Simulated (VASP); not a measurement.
An input for Quantum ESPRESSO's pw.x (written as the equivalent of a VASP run, and not itself run):

```
&CONTROL
  calculation = 'vc-relax'
  pseudo_dir = './pseudo'
  outdir = './out'
  tprnfor = .true.
  tstress = .true.
  nstep = 60
  forc_conv_thr = 0.00078
/
&SYSTEM
  ibrav = 0
  nat = 6
  ntyp = 2
  ecutwfc = 60
  occupations = 'smearing'
  smearing = 'gaussian'
  degauss = 0.003675
  input_dft = 'pz'
/
&ELECTRONS
  conv_thr = 7.3e-08
  electron_maxstep = 100
/
&IONS
/
&CELL
/
ATOMIC_SPECIES
  Hg 200.592 Hg.upf
  S 32.060 S.upf
CELL_PARAMETERS angstrom
     4.0582474   -0.0000000    0.0000000
    -2.0291237    3.5145450   -0.0000000
    -0.0000000   -0.0000000    9.2610249
ATOMIC_POSITIONS crystal
  Hg   0.3133756  0.0000000  0.6666670
  Hg   1.0000000  0.3133756  0.3333330
  Hg   0.6866244  0.6866244  1.0000000
  S    0.4804964  0.0000000  0.1666670
  S    0.0000000  0.4804964  0.8333330
  S    0.5195036  0.5195036  0.5000000
K_POINTS automatic
  6 6 3 0 0 0
```

**Question.** Write the VASP files for the same calculation (LDA).

**Answer.** One answer among several that fit: 
### POSCAR
```
HgS
1
    4.0582474097    -0.0000000000     0.0000000000
   -2.0291237048     3.5145450403    -0.0000000000
   -0.0000000000    -0.0000000000     9.2610249448
Hg S
3 3
Direct
  0.3133755838   0.0000000000   0.6666670000
  0.9999999999   0.3133755836   0.3333330000
  0.6866244163   0.6866244164   1.0000000000
  0.4804964226   0.0000000000   0.1666670000
  0.0000000001   0.4804964229   0.8333330000
  0.5195035773   0.5195035771   0.5000000000
```

### INCAR
```
# general
SYSTEM =HgS
PREC   =Accurate
ENCUT  =400
LREAL  =.False.
LASPH  =.True.

# electronic loop
EDIFF  =1E-6
NELM   =100
ALGO   =Normal
LMAXMIX=6

# smearing
ISMEAR =0
SIGMA  =0.05

# ions
IBRION =2
NSW    =60
ISIF   =3
EDIFFG =-0.02

# output
LWAVE  =.False.
LCHARG =.False.
```

### KPOINTS
```
Automatic mesh
0
Gamma
6 6 3
0 0 0
```

POTCAR, in this order: Hg S (LDA.64 set). Program: vasp_std.

What does not carry over: the potentials are each code's own (VASP's PAW set, PseudoDojo norm-conserving files in pw.x), so ENCUT and ecutwfc are chosen apart and not converted; conv_thr bounds pw.x's estimated SCF error, while EDIFF bounds the energy change between steps; forc_conv_thr acts on force components and is met together with etot_conv_thr.

The structure comes from a computed database's HgS entry (P3_221), a phase known from measurement. This run relaxes it. Symmetry was kept, so distortions that lower it aren't found. The start is the result of an earlier pass.
